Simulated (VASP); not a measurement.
Consider the following.

```
CELL_PARAMETERS angstrom
     -1.57500     1.57500     1.57500
      1.57500    -1.57500     1.57500
      1.57500     1.57500    -1.57500
ATOMIC_POSITIONS crystal
  Mo 0.00000 0.00000 0.00000
```

Method: PBE GGA, VASP's PBE PAW potentials (set 64) (plane waves; VASP). Numerical set-up: 480 eV cut-off, 15×15×15 Γ-centred mesh, first-order Methfessel-Paxton smearing of 0.10 eV, potentials Mo_sv.

Q: The ions, cell shape and volume are relaxed. Give the cell that the relaxation ends in.

A: 
```
CELL_PARAMETERS angstrom
     -1.58201     1.58201     1.58201
      1.58201    -1.58201     1.58201
      1.58201     1.58201    -1.58201
ATOMIC_POSITIONS crystal
  Mo 0.00000 0.00000 0.00000
```
Space group Im-3m (229), at a tolerance of 0.03 Å.

Q: How do energy and volume change from the first to the last step?

A: The energy (σ→0) changes by -2.3 meV/atom and the volume by +1.3 %, in 3 ionic steps.

The compound is Mo in the bcc structure. This run relaxes it. Symmetry was kept, so distortions that lower it aren't found.
